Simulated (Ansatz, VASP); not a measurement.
# Hf12O23 (amorphous HfO1.92) in two plane-wave programs

Wanted: the spread between two codes on one cell, functional and k mesh. The structure shown is the start of the Ansatz relaxation below; VASP solves that cell, so the two are compared at the walk's first step.

Program: Ansatz 0.2.0. Level of theory: plane waves, with VASP 6.6.1 beside it; single point at PBE. Results are calculated unless marked as measured.

**1. The structure**

The cell holds 70 atoms: 24 Hf and 46 O. Cell: a = 9.864 Å, b = 9.864 Å, c = 9.864 Å, α = 90.0°, β = 90.0°, γ = 90.0°. 70 atoms (24 Hf, 46 O) packed at random and pushed apart as soft spheres at 8.68 g/cm^3; MD (Langevin at fixed volume unless said) with the MACE-MP-0b2 small potential (Batatia et al., arXiv:2401.00096), steps of 2 fs: 0.7 ps at 3200 K, 3200 to 1920 K in 0.7 ps, 1920 to 300 K in 2 ps; then atoms relaxed.

**2. Ansatz: relaxation, PBE**

Ansatz runs on its default PAW (the set named soft_2) files.

The two programs are compared at the cell with which this relaxation starts, whose forces are those of its first step.

input.yaml reads:

```yaml
crystal:
  lattice:
    - [9.86437, 0.0, 0.0]
    - [0.0, 9.86437, 0.0]
    - [0.0, 0.0, 9.86437]
  atoms:
    - { symbol: Hf, position: [0.68469, 0.74444, 0.11507] }
    - { symbol: Hf, position: [0.62269, 0.32513, 0.45394] }
    - { symbol: Hf, position: [0.0502, 0.71385, 0.19521] }
    - { symbol: Hf, position: [0.017, 0.03469, 0.08212] }
    - { symbol: Hf, position: [0.47506, 0.47427, 0.18985] }
    - { symbol: Hf, position: [0.00399, 0.2688, 0.39023] }
    - { symbol: Hf, position: [0.52525, 0.99233, 0.48468] }
    - { symbol: Hf, position: [0.31944, 0.78062, 0.72915] }
    - { symbol: Hf, position: [0.26745, 0.52817, 0.45477] }
    - { symbol: Hf, position: [0.36921, 0.41982, 0.81958] }
    - { symbol: Hf, position: [0.17452, 0.39261, 0.08334] }
    - { symbol: Hf, position: [0.27642, 0.17559, 0.60752] }
    - { symbol: Hf, position: [0.92498, 0.08492, 0.70335] }
    - { symbol: Hf, position: [0.71103, 0.22228, 0.8819] }
    - { symbol: Hf, position: [0.61587, 0.90725, 0.83262] }
    - { symbol: Hf, position: [0.58101, 0.65913, 0.50904] }
    - { symbol: Hf, position: [0.81899, 0.98425, 0.35008] }
    - { symbol: Hf, position: [0.02024, 0.41507, 0.71487] }
    - { symbol: Hf, position: [0.20077, 0.94804, 0.38291] }
    - { symbol: Hf, position: [0.34518, 0.08523, 0.96945] }
    - { symbol: Hf, position: [0.67452, 0.56265, 0.80932] }
    - { symbol: Hf, position: [0.80103, 0.42793, 0.18253] }
    - { symbol: Hf, position: [0.35681, 0.78897, 0.15477] }
    - { symbol: Hf, position: [0.9726, 0.74805, 0.83348] }
    - { symbol: O, position: [0.77447, 0.9189, 0.16539] }
    - { symbol: O, position: [0.16854, 0.18565, 0.05158] }
    - { symbol: O, position: [0.08696, 0.21834, 0.67635] }
    - { symbol: O, position: [0.85176, 0.29473, 0.73837] }
    - { symbol: O, position: [0.3782, 0.38041, 0.03022] }
    - { symbol: O, position: [0.57788, 0.37257, 0.82805] }
    - { symbol: O, position: [0.33566, 0.19814, 0.80567] }
    - { symbol: O, position: [0.2073, 0.71697, 0.34213] }
    - { symbol: O, position: [0.55415, 0.08779, 0.94472] }
    - { symbol: O, position: [0.40259, 0.92113, 0.33812] }
    - { symbol: O, position: [0.71914, 0.05728, 0.73677] }
    - { symbol: O, position: [0.27866, 0.43273, 0.27133] }
    - { symbol: O, position: [0.42566, 0.61586, 0.81836] }
    - { symbol: O, position: [0.88506, 0.56362, 0.7877] }
    - { symbol: O, position: [0.51284, 0.83302, 0.02385] }
    - { symbol: O, position: [0.81709, 0.36158, 0.38905] }
    - { symbol: O, position: [0.51259, 0.67786, 0.24066] }
    - { symbol: O, position: [0.75203, 0.76063, 0.91765] }
    - { symbol: O, position: [0.91647, 0.08221, 0.91819] }
    - { symbol: O, position: [0.07273, 0.44466, 0.50852] }
    - { symbol: O, position: [0.6716, 0.84294, 0.43833] }
    - { symbol: O, position: [0.46624, 0.1905, 0.52761] }
    - { symbol: O, position: [0.61207, 0.34114, 0.24261] }
    - { symbol: O, position: [0.92058, 0.10487, 0.49554] }
    - { symbol: O, position: [0.01575, 0.82409, 0.02459] }
    - { symbol: O, position: [0.18481, 0.15618, 0.40767] }
    - { symbol: O, position: [0.81313, 0.31804, 0.02153] }
    - { symbol: O, position: [0.85681, 0.63328, 0.1959] }
    - { symbol: O, position: [0.65965, 0.49002, 0.59628] }
    - { symbol: O, position: [0.22188, 0.63958, 0.09302] }
    - { symbol: O, position: [0.94807, 0.88533, 0.7003] }
    - { symbol: O, position: [0.48423, 0.92344, 0.67951] }
    - { symbol: O, position: [0.30498, 0.40068, 0.62327] }
    - { symbol: O, position: [0.14337, 0.6845, 0.74289] }
    - { symbol: O, position: [0.66667, 0.11296, 0.40001] }
    - { symbol: O, position: [0.24778, 0.96266, 0.58211] }
    - { symbol: O, position: [0.38163, 0.68348, 0.54828] }
    - { symbol: O, position: [0.93417, 0.13624, 0.23735] }
    - { symbol: O, position: [0.15263, 0.42688, 0.87717] }
    - { symbol: O, position: [0.22273, 0.94982, 0.15572] }
    - { symbol: O, position: [0.64493, 0.53923, 0.05269] }
    - { symbol: O, position: [0.48286, 0.48267, 0.4122] }
    - { symbol: O, position: [0.28991, 0.91732, 0.88456] }
    - { symbol: O, position: [0.01395, 0.40441, 0.21108] }
    - { symbol: O, position: [0.64073, 0.7253, 0.69476] }
    - { symbol: O, position: [0.01016, 0.88476, 0.3099] }
kpoints:
  mp_grid: { grid: [1, 1, 1] }
hamiltonian:
  xc: pbe
scf:
  occupations: { method: fermi_dirac, width: 0.025 }
output:
  forces: true
relax:
  f_tol: 0.04
  max_steps: 250
  cell: {}
```

Command:

```bash
> ansatz run input.yaml --threads 4 --pin off --max-ram 8192MiB --backend cpu --events-out ev --progress --plain --runs-dir out
```

Numbers of over 12 decimals in the logs are rounded to 6 here.

Output:

```text
Engine: ansatz 0.2.0, aarch64-unknown-linux-gnu
Pseudopotentials: kind: paw
Pseudopotential: Hf, paw, valence charge 26, recommended cutoff 420 eV (normal), Hf.paw.azcp
Pseudopotential: O, paw, valence charge 6, recommended cutoff 420 eV (normal), O.paw.azcp
Functional definition: PBE
  parameter kappa = 0.804
  parameter beta = 0.066725
  exchange = pbe_x(kappa = kappa, mu = beta*pi^2/3)
  correlation = pbe_c(beta = beta)
Crystal: 70 atoms, lattice volume = 959.860 Å³
Basis set: ecut = 420 eV, 18805 PW (Γ), exchange–correlation on 144×144×144 points (8 copies of the dense FFT grid, shifted against one another)
Bands: 540, of which v1, the nominal top of the filled ones, is band 450 counted from 1 (449 counted from 0)
Symmetry: 1 space group operations
Space group: P1 (ITA 1), of the structure as read, at distance tolerance 9.9e-5 Å
k-points: 1
Non-local potential: Hf, projectors of the file, l = 0: 3, l = 1: 2, l = 2: 2, l = 3: 3
Non-local potential: O, projectors of the file, l = 0: 2, l = 1: 2, l = 2: 1
PAW form: soft (Blöchl's): semilocal exchange-correlation on the pseudo side does not see the compensation charge
PAW one-centre angular grid: Hf, 590 points (default); XC on 64 Gauss nodes
PAW one-centre angular grid: O, 110 points (default); XC on 64 Gauss nodes
Initial density: superposition of atomic densities (neutral atoms: chi_scale 0, normalization atom), corrected by the library's trained network
Initial wavefunctions: pseudopotential atomic-orbital guess
Functional: x = pbe(κ = 0.804, μ = 0.219515), c = pbe(β = 0.066725)
SCF iter   1: F=—  HF=-403521.768208 eV  |F-HF|=—  |Δ(HF+E_count)|=         —  Δρ=7.62e-3  dr2=1.67e0  ethr=1.77e-3  ⟨swp⟩=5.0  Hψ=1654  notcnv=0  defer=46
preconditioner: auto → LDOS  [insulator: Δε(μ)=0.066 eV  Ē_g=17.556 eV  σ=0.025 eV  W_gap=0.58  n_scr=304 (ndim 8)  ℏωp=35.0 eV  f_vac=0.146  D(μ)=26.70/eV (n_scr^D=178)  ε∞_Penn≈5.0  β→1.0]
SCF iter   2: F=—  HF=-403521.647858 eV  |F-HF|=—  |Δ(HF+E_count)|=   1.20e-1  Δρ=5.52e-3  dr2=4.39e-1  ethr=1.85e-4  ⟨swp⟩=2.0  Hψ=775  notcnv=0  defer=76
SCF iter   3: F=—  HF=-403521.636163 eV  |F-HF|=—  |Δ(HF+E_count)|=   1.17e-2  Δρ=5.25e-3  dr2=3.56e-1  ethr=4.87e-5  ⟨swp⟩=3.0  Hψ=910  notcnv=0  defer=76
SCF iter   4: F=—  HF=-403521.579891 eV  |F-HF|=—  |Δ(HF+E_count)|=   5.63e-2  Δρ=1.83e-3  dr2=6.34e-2  ethr=3.96e-5  ⟨swp⟩=2.0  Hψ=831  notcnv=0  defer=76
SCF iter   5: F=—  HF=-403521.575346 eV  |F-HF|=—  |Δ(HF+E_count)|=   4.55e-3  Δρ=1.16e-3  dr2=2.59e-2  ethr=7.04e-6  ⟨swp⟩=2.0  Hψ=795  notcnv=0  defer=76
SCF iter   6: F=—  HF=-403521.573455 eV  |F-HF|=—  |Δ(HF+E_count)|=   1.89e-3  Δρ=6.55e-4  dr2=9.52e-3  ethr=2.88e-6  ⟨swp⟩=2.0  Hψ=791  notcnv=0  defer=76
SCF iter   7: F=—  HF=-403521.572852 eV  |F-HF|=—  |Δ(HF+E_count)|=   6.02e-4  Δρ=3.99e-4  dr2=2.73e-3  ethr=1.06e-6  ⟨swp⟩=2.0  Hψ=800  notcnv=0  defer=76
SCF iter   8: F=—  HF=-403521.572582 eV  |F-HF|=—  |Δ(HF+E_count)|=   2.71e-4  Δρ=1.99e-4  dr2=7.95e-4  ethr=3.03e-7  ⟨swp⟩=2.0  Hψ=806  notcnv=0  defer=76
SCF iter   9: F=—  HF=-403521.572513 eV  |F-HF|=—  |Δ(HF+E_count)|=   6.93e-5  Δρ=1.28e-4  dr2=3.01e-4  ethr=8.83e-8  ⟨swp⟩=2.0  Hψ=820  notcnv=0  defer=76
SCF iter  10: F=—  HF=-403521.572477 eV  |F-HF|=—  |Δ(HF+E_count)|=   3.57e-5  Δρ=7.72e-5  dr2=1.17e-4  ethr=3.35e-8  ⟨swp⟩=2.0  Hψ=800  notcnv=0  defer=76
SCF iter  11: F=—  HF=-403521.572419 eV  |F-HF|=—  |Δ(HF+E_count)|=   5.77e-5  Δρ=4.41e-5  dr2=3.58e-5  ethr=1.30e-8  ⟨swp⟩=2.0  Hψ=793  notcnv=0  defer=76
SCF iter  12: F=—  HF=-403521.574213 eV  |F-HF|=—  |Δ(HF+E_count)|=   1.79e-3  Δρ=2.77e-5  dr2=1.34e-5  ethr=3.98e-9  ⟨swp⟩=2.0  Hψ=969  notcnv=0  defer=76
SCF iter  13: F=—  HF=-403521.574213 eV  |F-HF|=—  |Δ(HF+E_count)|=   4.57e-7  Δρ=1.76e-5  dr2=5.66e-6  ethr=1.49e-9  ⟨swp⟩=2.0  Hψ=780  notcnv=0  defer=76
SCF iter  14: F=—  HF=-403521.574213 eV  |F-HF|=—  |Δ(HF+E_count)|=   1.49e-7  Δρ=1.04e-5  dr2=1.71e-6  ethr=6.29e-10  ⟨swp⟩=2.0  Hψ=783  notcnv=0  defer=76
SCF iter  15: F=—  HF=-403521.574213 eV  |F-HF|=—  |Δ(HF+E_count)|=   1.47e-7  Δρ=6.05e-6  dr2=5.29e-7  ethr=1.90e-10  ⟨swp⟩=2.0  Hψ=821  notcnv=0  defer=76
SCF iter  16: F=—  HF=-403521.574213 eV  |F-HF|=—  |Δ(HF+E_count)|=   2.73e-8  Δρ=3.78e-6  dr2=2.14e-7  ethr=5.88e-11  ⟨swp⟩=2.0  Hψ=795  notcnv=0  defer=76
SCF iter  17: F=—  HF=-403521.574213 eV  |F-HF|=—  |Δ(HF+E_count)|=   1.06e-8  Δρ=2.50e-6  dr2=1.08e-7  ethr=1.11e-11  ⟨swp⟩=4.0  Hψ=1780  notcnv=0
SCF iter  18: F=-403521.574213 eV  HF=-403521.574213 eV  |F-HF|=2.99e-8  |Δ(HF+E_count)|=   4.31e-9  Δρ=1.47e-6  dr2=4.30e-8  ethr=1.11e-11  ⟨swp⟩=4.0  Hψ=1596  notcnv=0
SCF 1 converged in 18 iterations: F = -403521.574213 eV  dr2 = 4.30e-8
  greatest PAW one-centre occupation: 0.999 electrons in one spin orbital (limit 2), on the Hf atom at site 5 (counted from 0), in its partial waves of l = 0
[...]
atom  26  O      0.00001968    -0.00111706     0.00062082
  atom  27  O      0.00339868    -0.00097142     0.00269364
  atom  28  O      0.00135945     0.00584970     0.00063860
  atom  29  O     -0.00397592     0.00619878    -0.00314052
  atom  30  O      0.00509564    -0.00267366     0.00435599
  atom  31  O      0.00117750    -0.00080475     0.00266469
  atom  32  O     -0.00180966     0.00254133    -0.00259586
  atom  33  O     -0.00395831    -0.00112775     0.00132292
  atom  34  O     -0.00301074     0.00156218     0.00204547
  atom  35  O      0.00076585     0.00028637     0.00040870
  atom  36  O     -0.00118230    -0.00136813     0.00040395
  atom  37  O      0.00411740     0.00636731    -0.00057284
  atom  38  O     -0.00961445    -0.00066909    -0.00127307
  atom  39  O     -0.00307890    -0.00041023    -0.00140232
  atom  40  O     -0.00364444    -0.00003950     0.00433284
  atom  41  O     -0.00096503    -0.00605697     0.00678012
  atom  42  O      0.00174346    -0.00292751    -0.00635005
  atom  43  O      0.00099044     0.00024119     0.00082649
  atom  44  O      0.00266428     0.00113860    -0.00623807
  atom  45  O      0.00473372     0.00260065    -0.00500581
  atom  46  O     -0.00212456     0.00140868     0.00286422
  atom  47  O      0.00178820    -0.00015480    -0.00152749
  atom  48  O      0.00006392     0.00409325    -0.00131695
  atom  49  O     -0.00007052     0.00529409     0.00167109
[...]
atom  63  O     -0.00203069    -0.00233032     0.00376701
  atom  64  O      0.00077613    -0.00293512    -0.00054309
  atom  65  O      0.00309865     0.00551960     0.00350311
  atom  66  O      0.00072344    -0.00173689    -0.00261857
  atom  67  O      0.00166543     0.00254717     0.00179045
  atom  68  O      0.00032460     0.00152076    -0.00104476
  atom  69  O      0.00130930     0.00040010     0.00282295
  atom  70  O     -0.00084182     0.00097223     0.00057930
  max |Σ_I F_I| component: 6.95e-6 eV/Å
--- Stress (GPa, compression-positive) ---
       -0.014540      -0.004325      -0.008486
       -0.004325      -0.007283       0.000987
       -0.008486       0.000987      -0.003162
  P = ⅓ Tr σ = -0.0083 GPa (-0.083 kbar)
--- Relaxed structure (56 steps of the walk, 48 accepted, 4 SCFs on fresh bases) ---
  F+E_penalty+E_count = -403527.35258405 eV   max|allowed force component| = 1.211e-2 eV/Å   (the final SCF, on the basis selected at the relaxed cell)
  cell:  # Å, volume = 944.8031 Å³
    - [10.075917, -0.512471, 0.404373]
    - [-0.512471, 9.314292, -0.142639]
    - [0.404373, -0.142639, 10.113242]
  atoms:
    - { symbol: Hf, position: [0.670378, 0.728023, 0.165346] }
    - { symbol: Hf, position: [0.609747, 0.294890, 0.439480] }
    - { symbol: Hf, position: [0.045010, 0.690065, 0.203684] }
    - { symbol: Hf, position: [0.00712901, 0.00011467, 0.081679] }
    - { symbol: Hf, position: [0.472806, 0.440682, 0.205355] }
    - { symbol: Hf, position: [0.00681877, 0.277120, 0.396783] }
    - { symbol: Hf, position: [0.489698, 0.950320, 0.476957] }
    - { symbol: Hf, position: [0.320776, 0.808778, 0.731610] }
    - { symbol: Hf, position: [0.269555, 0.539662, 0.453014] }
    - { symbol: Hf, position: [0.381938, 0.462497, 0.825593] }
    - { symbol: Hf, position: [0.176270, 0.396509, 0.089612] }
    - { symbol: Hf, position: [0.264613, 0.141760, 0.628471] }
    - { symbol: Hf, position: [0.925983, 0.102290, 0.711122] }
    - { symbol: Hf, position: [0.700401, 0.263100, 0.885891] }
    - { symbol: Hf, position: [0.590191, 0.907599, 0.861033] }
    - { symbol: Hf, position: [0.589033, 0.630646, 0.465169] }
    - { symbol: Hf, position: [0.824072, 0.978720, 0.356912] }
    - { symbol: Hf, position: [0.061577, 0.455263, 0.727842] }
    - { symbol: Hf, position: [0.170987, 0.926315, 0.392709] }
    - { symbol: Hf, position: [0.332830, 0.106711, 0.926813] }
    - { symbol: Hf, position: [0.702316, 0.598702, 0.739598] }
    - { symbol: Hf, position: [0.785979, 0.424363, 0.195957] }
    - { symbol: Hf, position: [0.356631, 0.803847, 0.140070] }
    - { symbol: Hf, position: [0.969511, 0.794772, 0.820811] }
    - { symbol: O, position: [0.811440, 0.925137, 0.160563] }
    - { symbol: O, position: [0.170880, 0.170311, 0.042240] }
    - { symbol: O, position: [0.100686, 0.235055, 0.700556] }
    - { symbol: O, position: [0.873260, 0.316348, 0.764031] }
    - { symbol: O, position: [0.379328, 0.394323, 0.025802] }
    - { symbol: O, position: [0.591146, 0.422367, 0.828928] }
    - { symbol: O, position: [0.363503, 0.246916, 0.777550] }
    - { symbol: O, position: [0.178102, 0.695683, 0.364691] }
    - { symbol: O, position: [0.533146, 0.115413, 0.944020] }
    - { symbol: O, position: [0.377241, 0.932633, 0.312867] }
    - { symbol: O, position: [0.732040, 0.066641, 0.790832] }
    - { symbol: O, position: [0.253826, 0.403851, 0.277428] }
    - { symbol: O, position: [0.469191, 0.674371, 0.806290] }
    - { symbol: O, position: [0.898768, 0.588695, 0.754980] }
    - { symbol: O, position: [0.550882, 0.843296, 0.057718] }
    - { symbol: O, position: [0.816380, 0.339148, 0.376672] }
    - { symbol: O, position: [0.455890, 0.658531, 0.234489] }
    - { symbol: O, position: [0.748148, 0.778485, 0.865288] }
    - { symbol: O, position: [0.964015, 0.018082, 0.896696] }
    - { symbol: O, position: [0.076025, 0.448654, 0.517329] }
    - { symbol: O, position: [0.648357, 0.821345, 0.360940] }
    - { symbol: O, position: [0.443222, 0.163381, 0.517244] }
    - { symbol: O, position: [0.591019, 0.286827, 0.241574] }
    - { symbol: O, position: [0.901543, 0.124328, 0.510018] }
[...]
- { symbol: O, position: [0.168023, 0.443068, 0.894002] }
    - { symbol: O, position: [0.170263, 0.906741, 0.181216] }
    - { symbol: O, position: [0.641635, 0.522152, 0.084406] }
    - { symbol: O, position: [0.451342, 0.446235, 0.419565] }
    - { symbol: O, position: [0.344753, 0.888411, 0.934677] }
    - { symbol: O, position: [0.00875262, 0.448964, 0.202595] }
    - { symbol: O, position: [0.693467, 0.741123, 0.601939] }
    - { symbol: O, position: [-0.025254, 0.847402, 0.357442] }
```

In the SCF lines HF is the Harris–Foulkes energy and dr2 the Hartree energy of the density residual, in eV; the loop may stop once dr2 is under the threshold and the program's other checks hold. Hψ counts applications of the Hamiltonian.

(Continued in part 2 of 2.)

[Lines on the potential files, build, host, timing and source positions are cut from VASP's logs without a mark.]

[Logs are printed without paths, hosts, clocks, repeated set-up lines and the standing remarks that a program may print on its own settings, such as how far it seeks lower states.]

[Hosts, paths, dates, database ids (printed as entryN), source tags and the programs' standing remarks are cut or masked in the printed files.]
